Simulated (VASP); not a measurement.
Computed with rev-vdW-DF2, VASP's PBE PAW potentials (set 64) (plane waves; VASP).

The input files of a VASP run:

**KPOINTS**
```
Regular mesh
0
G
  10 10 10
0 0 0
```

### POSCAR
```
NiO
1
    4.1521227941     2.0722138308     2.0722138308
    2.0722138308     4.1521227941     2.0722138308
    2.0722138308     2.0722138308     4.1521227941
Ni O
2 2
Direct
  0.0000000000   0.0000000000   0.0000000000
  0.5000000000   0.5000000000   0.5000000000
  0.2500000000   0.2500000000   0.2500000000
  0.7500000000   0.7500000000   0.7500000000
```

INCAR:
```
AGGAC=0.0
ALGO=Normal
EDIFF=1E-7
ENCUT=520
GGA=MK
ISIF=2
ISMEAR=-5
ISPIN=2
LASPH=.TRUE.
LCHARG=.TRUE.
LEFG=.TRUE.
LMAXMIX=4
LORBIT=11
LREAL=.FALSE.
LUSE_VDW=.TRUE.
LWAVE=.FALSE.
MAGMOM=1.3 -1.3 2*0.0
NEDOS=601
NELM=100
PARAM1=0.1234568
PARAM2=0.7114
PREC=Accurate
SYSTEM=NiO
ZAB_VDW=-1.8867
```

POTCAR, in this order: Ni O (PBE.64 set). Program: vasp_std.

What VASP printed:

File OSZICAR:
```
       N       E                     dE             d eps       ncg     rms          rms(c)
DAV:   1     0.265022445708E+03    0.26502E+03   -0.15973E+04  9464   0.212E+03
DAV:   2     0.991039828891E+01   -0.25511E+03   -0.23872E+03  9572   0.410E+02
DAV:   3    -0.194457371975E+02   -0.29356E+02   -0.27908E+02 10656   0.157E+02
DAV:   4    -0.203997523702E+02   -0.95402E+00   -0.94426E+00 10412   0.301E+01
DAV:   5    -0.204272487073E+02   -0.27496E-01   -0.27464E-01 11240   0.482E+00    0.205E+01
DAV:   6    -0.176170516483E+02    0.28102E+01   -0.41786E+01 13848   0.108E+02    0.210E+01
DAV:   7    -0.161477527064E+02    0.14693E+01   -0.71647E+00 11852   0.808E+01    0.930E+00
DAV:   8    -0.163284186022E+02   -0.18067E+00   -0.21186E+00 10428   0.126E+01    0.603E+00
DAV:   9    -0.162515073217E+02    0.76911E-01   -0.18220E-01 14844   0.117E+01    0.166E+00
DAV:  10    -0.162666102579E+02   -0.15103E-01   -0.74417E-02 12760   0.409E+00    0.832E-01
DAV:  11    -0.162665236835E+02    0.86574E-04   -0.14896E-02 14568   0.341E+00    0.157E-01
DAV:  12    -0.162669170612E+02   -0.39338E-03   -0.34617E-03  9704   0.512E-01    0.117E-01
DAV:  13    -0.162668904701E+02    0.26591E-04   -0.39415E-04 14120   0.225E-01    0.451E-02
DAV:  14    -0.162669198731E+02   -0.29403E-04   -0.95882E-05 11772   0.198E-01    0.323E-02
DAV:  15    -0.162669105847E+02    0.92883E-05   -0.22554E-05 13380   0.755E-02    0.732E-03
DAV:  16    -0.162669072566E+02    0.33282E-05   -0.26755E-06 13824   0.236E-02    0.263E-03
DAV:  17    -0.162669057316E+02    0.15249E-05   -0.13381E-07  6104   0.726E-03    0.786E-04
DAV:  18    -0.162669064447E+02   -0.71308E-06   -0.10875E-07  4744   0.383E-03    0.518E-04
DAV:  19    -0.162669062252E+02    0.21949E-06   -0.23899E-08  4728   0.261E-03    0.242E-04
DAV:  20    -0.162669061330E+02    0.92199E-07   -0.33022E-09  4704   0.579E-04
   1 F= -.16266906E+02 E0= -.16266906E+02  d E =0.000000E+00  mag=     0.0000
```

File OUTCAR:
```
------------------------ aborting loop because EDIFF is reached ----------------------------------------
  FORCE on cell =-STRESS in cart. coord.  units (eV):
  Direction    XX          YY          ZZ          XY          YZ          ZX
  --------------------------------------------------------------------------------------
  Total       -0.0023591     -0.0023591     -0.0023591     -0.0429872     -0.0429872     -0.0429872
  in kB       -0.1053101     -0.1053101     -0.1053101     -1.9189503     -1.9189503     -1.9189503
  external PRESSURE =      -0.1053101 kB  Pullay stress =       0.0000000 kB
  volume of cell :       35.89
      direct lattice vectors                 reciprocal lattice vectors
     4.152122794  2.072213831  2.072213831     0.360704190 -0.120086084 -0.120086084
     2.072213831  4.152122794  2.072213831    -0.120086084  0.360704190 -0.120086084
     2.072213831  2.072213831  4.152122794    -0.120086084 -0.120086084  0.360704190
 POSITION                                       TOTAL-FORCE (eV/Angst)
 -----------------------------------------------------------------------------------
      0.00000      0.00000      0.00000         0.000000      0.000000     -0.000000
      4.14828      4.14828      4.14828        -0.000000     -0.000000     -0.000000
      2.07414      2.07414      2.07414        -0.000000      0.000000      0.000000
      6.22241      6.22241      6.22241         0.000000     -0.000000      0.000000
 -----------------------------------------------------------------------------------
    total drift:                                0.000000     -0.000000     -0.000000
  FREE ENERGIE OF THE ION-ELECTRON SYSTEM (eV)
  ---------------------------------------------------
  free  energy   TOTEN  =       -16.2669061330 eV

  energy  without entropy=      -16.2669061330  energy(sigma->0) =      -16.26690613

 total charge

# of ion       s       p       d       tot
------------------------------------------
    1        0.335   0.413   8.298   9.045
    2        0.335   0.413   8.298   9.045
    3        1.557   3.410   0.000   4.966
    4        1.557   3.410   0.000   4.966
--------------------------------------------------
tot          3.783   7.645  16.595  28.023

 magnetization (x)

# of ion       s       p       d       tot
------------------------------------------
    1       -0.011  -0.014   1.304   1.279
    2        0.011   0.014  -1.304  -1.279
    3        0.000   0.000   0.000   0.000
    4        0.000   0.000   0.000   0.000
--------------------------------------------------
tot          0.000   0.000  -0.000  -0.000

 Electric field gradients after diagonalization (V/A^2)
 (convention: |V_zz| > |V_xx| > |V_yy|)
----------------------------------------------------------------------
 ion       V_xx      V_yy      V_zz     asymmetry (V_yy - V_xx)/ V_zz
----------------------------------------------------------------------
   1      -0.906    -0.906     1.812       0.000
   2      -0.906    -0.906     1.812       0.000
   3       1.896     1.896    -3.792       0.000
   4       1.896     1.896    -3.792       0.000
```
(Selected blocks of OUTCAR.)

The compound is NiO in the rock salt, AFM-II order structure. It was relaxed first.
